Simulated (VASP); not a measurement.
These are HSE06 screened hybrid, VASP's PBE PAW potentials (set 64) (plane waves; VASP) values and carry that method's errors.

VASP input:

### KPOINTS
```
Automatic mesh
0
Gamma
1 1 1
0 0 0
```

POSCAR:
```
GaSi63
1.0
 10.9370747004   0.0000000000   0.0000000000
  0.0000000000  10.9370747004   0.0000000000
  0.0000000000   0.0000000000  10.9370747004
Si Ga
63 1
Direct
  0.5000056911   0.0001590825   0.0002885520
  0.6243963406   0.1245905050   0.1248326649
  0.7498293998   0.2500638001   0.0001950929
  0.8754133864   0.3755267365   0.1247234145
  0.7498169936   0.9999535248   0.2503200474
  0.8755608219   0.1246015482   0.3755195563
  0.9999836211   0.9999641687   0.9999703168
  0.1251540974   0.1251435494   0.1251222135
  0.2503286471   0.2502568552   0.0001860981
  0.3752476517   0.3751516147   0.1259383385
  0.4999450241   0.4999119135   0.0001672032
  0.6249042539   0.6248853596   0.1255917144
  0.7498124298   0.7498093412   0.9999544809
  0.8748436360   0.8748811834   0.1251225781
  0.2503626537   0.0002858084   0.2503492622
  0.3752800034   0.1260436249   0.3751851711
  0.5018114950   0.2499787003   0.2499371652
  0.6268291869   0.3737452565   0.3737805362
  0.7504651109   0.4987216417   0.2497219066
  0.8743638209   0.6250558939   0.3752659427
  0.4999766777   0.0000870665   0.4999619715
  0.6248192506   0.1257162659   0.6248559662
  0.7505321741   0.2495926579   0.4985824371
  0.8745543642   0.3750650278   0.6249438940
  0.7497236528   0.0000420644   0.7497351888
  0.8748799937   0.1251214805   0.8748250883
  0.9998842699   0.4999755715   0.0003953295
  0.1244971551   0.6243802906   0.1246878595
  0.2501110353   0.7498873400   0.0001975862
  0.3755547838   0.8756680438   0.1246591531
  0.0001835859   0.2503150334   0.2502582521
  0.1258866218   0.3752416287   0.3751493293
  0.2497816127   0.5016506962   0.2497103480
  0.3733147328   0.6270577218   0.3733457570
  0.4986759680   0.7505869532   0.2495175844
  0.6250041321   0.8742887637   0.3753372895
  0.9997549009   0.9999287442   0.5000374668
  0.1244161759   0.1243500581   0.6244303466
  0.2495109531   0.2496357015   0.5016959002
  0.3726143492   0.3731156848   0.6276802579
  0.6268001563   0.6266918449   0.6275306969
  0.7502191148   0.7501521258   0.5018124736
  0.8752890436   0.8754727455   0.6244188798
  0.2502428047   0.0000139370   0.7498017842
  0.3755383110   0.1244580131   0.8756565013
  0.4985237296   0.2494922635   0.7506789907
  0.6249429279   0.3750149974   0.8746478869
  0.7507270719   0.5012910267   0.7508410979
  0.8757278144   0.6244986336   0.8756610725
  0.0000177863   0.7498666317   0.2502894881
  0.1245142246   0.8757668076   0.3755580222
  0.0000339214   0.4999963908   0.4999533358
  0.1255308964   0.6250259464   0.6247942168
  0.2494822235   0.7506651609   0.4985193535
  0.3751538959   0.8744167421   0.6249160739
  0.0001346739   0.2501561740   0.7498538775
  0.1243073637   0.3754980083   0.8759114732
  0.2490864245   0.4988212330   0.7509606743
  0.3750575715   0.6250372367   0.8746772603
  0.5014672786   0.7506358662   0.7507980648
  0.6244888266   0.8758013125   0.8756991226
  0.9999416901   0.7498868377   0.7497392102
  0.1251307940   0.8749240565   0.8748333936
  0.4994507997   0.5000431053   0.5009737880
```

### INCAR
```
AEXX = 0.25
ALGO = Normal
EDIFF = 1E-5
ENCUT = 400
GGA = PE
HFSCREEN = 0.2
ISIF = 0
ISMEAR = 0
ISYM = 0
LASPH = .TRUE.
LCHARG = .FALSE.
LHFCALC = .TRUE.
LMAXMIX = 4
LREAL = Auto
LWAVE = .FALSE.
NELECT = 256.0
NELM = 50
NELMIN = 4
PREC = Normal
PRECFOCK = Fast
SIGMA = 0.05
SYSTEM = GaSi63
```

POTCAR, in this order: Si Ga (PBE.64 set). Program: vasp_gam. Read from the step before: WAVECAR.

Output

OSZICAR:
```
       N       E                     dE             d eps       ncg     rms          rms(c)
DAV:   1    -0.387646329854E+03   -0.38765E+03   -0.13010E+01   322   0.822E+00    0.195E+01
DAV:   2    -0.387745666969E+03   -0.99337E-01   -0.30212E-01   348   0.119E+00    0.127E+01
DAV:   3    -0.387732460019E+03    0.13207E-01   -0.11943E-02   347   0.215E-01    0.755E+00
DAV:   4    -0.387726201253E+03    0.62588E-02   -0.20756E-03   355   0.956E-02    0.436E+00
DAV:   5    -0.387724023685E+03    0.21776E-02   -0.65169E-04   347   0.530E-02    0.250E+00
DAV:   6    -0.387723260729E+03    0.76296E-03   -0.20758E-04   347   0.304E-02    0.143E+00
DAV:   7    -0.387723015508E+03    0.24522E-03   -0.72672E-05   339   0.178E-02    0.814E-01
DAV:   8    -0.387722932789E+03    0.82718E-04   -0.28019E-05   235   0.113E-02    0.465E-01
DAV:   9    -0.387722910099E+03    0.22690E-04   -0.12109E-05   195   0.759E-03    0.263E-01
DAV:  10    -0.387722905630E+03    0.44694E-05   -0.45485E-06   179   0.469E-03
   1 F= -.38772291E+03 E0= -.38772291E+03  d E =-.203992E-11
```

### OUTCAR
```
------------------------ aborting loop because EDIFF is reached ----------------------------------------
  volume of cell :     1308.29
      direct lattice vectors                 reciprocal lattice vectors
    10.937074700  0.000000000  0.000000000     0.091432127  0.000000000  0.000000000
     0.000000000 10.937074700  0.000000000     0.000000000  0.091432127  0.000000000
     0.000000000  0.000000000 10.937074700     0.000000000  0.000000000  0.091432127
 POSITION                                       TOTAL-FORCE (eV/Angst)
 -----------------------------------------------------------------------------------
      5.46860      0.00174      0.00316        -0.002239      0.001251      0.003116
      6.82907      1.36266      1.36530         0.022226     -0.002716      0.000983
      8.20094      2.73497      0.00213         0.003433     -0.000082     -0.008911
      9.57446      4.10716      1.36411        -0.002694     -0.016279      0.006702
      8.20080     10.93657      2.73777         0.007679     -0.002042     -0.002430
      9.57607      1.36278      4.10709         0.002065     -0.003766     -0.017755
     10.93690     10.93668     10.93675         0.001486      0.007235      0.002185
      1.36882      1.36870      1.36847         0.003580      0.001556      0.003784
      2.73786      2.73708      0.00204        -0.007649     -0.004543      0.003903
      4.10411      4.10306      1.37740        -0.000877      0.000824     -0.008962
      5.46794      5.46757      0.00183         0.002069      0.004570     -0.002060
      6.83462      6.83442      1.37361        -0.000232      0.002227      0.000509
      8.20075      8.20072     10.93658         0.003401      0.006415      0.009758
      9.56823      9.56864      1.36847         0.000332     -0.007499      0.006429
      2.73824      0.00313      2.73809        -0.012816      0.003342     -0.007600
      4.10447      1.37855      4.10343        -0.001673     -0.011847      0.009118
      5.48835      2.73404      2.73358         0.001253     -0.001974      0.000141
      6.85568      4.08768      4.08807        -0.043264      0.029550      0.037550
      8.20789      5.45456      2.73123        -0.003232     -0.008248      0.002925
      9.56298      6.83628      4.10431         0.003604     -0.008777      0.003892
      5.46828      0.00095      5.46812        -0.000137      0.001715      0.000826
      6.83369      1.37497      6.83410        -0.002266     -0.000907     -0.002633
      8.20863      2.72981      5.45303        -0.002695      0.006260     -0.003843
      9.56507      4.10211      6.83506        -0.000231      0.001747      0.002485
      8.19978      0.00046      8.19991         0.005184      0.015787      0.009361
      9.56863      1.36846      9.56803        -0.004245      0.002266      0.001096
     10.93581      5.46827      0.00432         0.001004     -0.000207     -0.003821
      1.36163      6.82889      1.36372         0.001515      0.024936      0.003780
      2.73548      8.20157      0.00216        -0.001659      0.007041     -0.006201
      4.10747      9.57725      1.36341        -0.021059     -0.005419      0.000350
      0.00201      2.73771      2.73709         0.001144     -0.008496     -0.002216
      1.37683      4.10405      4.10304        -0.010624      0.001348      0.006332
      2.73188      5.48659      2.73110        -0.001897      0.006698     -0.000076
      4.08297      6.85818      4.08331         0.039989     -0.042729      0.041895
      5.45406      8.20923      2.72899        -0.009098     -0.007609      0.010256
      6.83572      9.56216      4.10509        -0.007019      0.005885     -0.002079
     10.93439     10.93630      5.46895         0.002021      0.007981     -0.004550
      1.36075      1.36003      6.82944         0.001383      0.001322      0.018653
      2.72892      2.73028      5.48709        -0.004326     -0.005497      0.004758
      4.07531      4.08079      6.86499         0.052078      0.046095     -0.061618
      6.85536      6.85418      6.86335        -0.039735     -0.039790     -0.048777
      8.20520      8.20447      5.48836        -0.000117      0.005611     -0.000560
      9.57310      9.57511      6.82932         0.000037     -0.005327      0.022801
      2.73692      0.00015      8.20064        -0.003174     -0.005108      0.005964
      4.10729      1.36121      9.57712        -0.014458      0.000784      0.004109
      5.45239      2.72872      8.21023        -0.002876      0.003373      0.001065
      6.83505      4.10157      9.56609        -0.001568      0.001542     -0.001460
      8.21076      5.48266      8.21201        -0.006365      0.011996     -0.010457
      9.57790      6.83019      9.57717        -0.003868      0.016058      0.000595
      0.00019      8.20135      2.73743        -0.002392      0.011322     -0.003932
      1.36182      9.57833      4.10751        -0.005237     -0.003108     -0.017730
      0.00037      5.46850      5.46803         0.000590      0.003542      0.001786
      1.37294      6.83596      6.83342         0.002047     -0.001846      0.003751
      2.72861      8.21008      5.45234         0.005952     -0.005248     -0.005454
      4.10309      9.56356      6.83475         0.005436      0.003179      0.001128
      0.00147      2.73598      8.20121        -0.010867     -0.000969      0.006172
      1.35956      4.10685      9.57991         0.005850     -0.010215     -0.001601
      2.72428      5.45565      8.21331         0.012273     -0.015052     -0.009230
      4.10203      6.83608      9.56641         0.002154     -0.007893     -0.000952
      5.48459      8.20976      8.21153         0.004759      0.003166     -0.002640
      6.83008      9.57870      9.57759         0.014299     -0.008776      0.002268
     10.93644      8.20157      8.19995         0.011171      0.003424      0.006053
      1.36856      9.56911      9.56812         0.004580     -0.010779      0.000666
      5.46253      5.46901      5.47919         0.005992      0.002700     -0.009594
 -----------------------------------------------------------------------------------
    total drift:                               -0.025349      0.003612      0.038334
  FREE ENERGIE OF THE ION-ELECTRON SYSTEM (eV)
  ---------------------------------------------------
  free  energy   TOTEN  =      -387.7229056295 eV

  energy  without entropy=     -387.7229056295  energy(sigma->0) =     -387.72290563

  exchange ACFDT corr.  =         0.00000000  see jH, gK, PRB 81, 115126
```
(Selected blocks of OUTCAR.)

File OUTCAR:
```
 val. band max:        5.3013080906   @ k =   0.0000   0.0000   0.0000

 cond. band min:       6.5796891540   @ k =   0.0000   0.0000   0.0000


 Fermi energy:         5.5476887906

 k-point     1 :       0.0000    0.0000    0.0000
  band No.  band energies     occupation
      1      -7.9255      2.00000
      2      -6.7874      2.00000
      3      -6.7873      2.00000
      4      -6.7540      2.00000
      5      -6.7528      2.00000
      6      -6.7523      2.00000
      7      -6.6186      2.00000
      8      -5.7468      2.00000
      9      -5.7467      2.00000
     10      -5.7242      2.00000
     11      -5.7238      2.00000
     12      -5.7235      2.00000
     13      -5.7101      2.00000
     14      -5.7088      2.00000
     15      -5.7080      2.00000
     16      -5.6719      2.00000
     17      -5.6708      2.00000
     18      -5.6704      2.00000
     19      -5.5718      2.00000
     20      -5.3774      2.00000
     21      -5.3770      2.00000
     22      -5.3769      2.00000
     23      -4.9883      2.00000
     24      -3.4029      2.00000
     25      -3.3999      2.00000
     26      -3.3996      2.00000
     27      -3.3993      2.00000
     28      -3.3981      2.00000
     29      -3.3979      2.00000
     30      -3.2493      2.00000
     31      -3.2490      2.00000
     32      -3.2489      2.00000
     33      -3.2397      2.00000
     34      -3.2395      2.00000
     35      -3.2147      2.00000
     36      -3.2143      2.00000
     37      -3.2129      2.00000
     38      -3.1130      2.00000
     39      -3.1122      2.00000
     40      -3.1118      2.00000
     41      -2.6556      2.00000
     42      -2.3787      2.00000
     43      -2.3781      2.00000
     44      -2.3778      2.00000
     45      -2.2490      2.00000
     46      -0.8167      2.00000
     47      -0.8165      2.00000
     48      -0.8156      2.00000
     49      -0.8150      2.00000
     50      -0.8145      2.00000
     51      -0.8114      2.00000
...
```

The cell is charged, with a uniform compensating background. The supercell is sampled at Γ alone, which is coarse: total energies, pressure and levels can be off, energies of defects by several tenths of an eV.

The cell is a supercell with a defect, built from Si (diamond): Ga_Si, charge -1. The cell's shape comes from a PBE relaxation. The run is not spin-polarised, so no state with unpaired spins was tried.
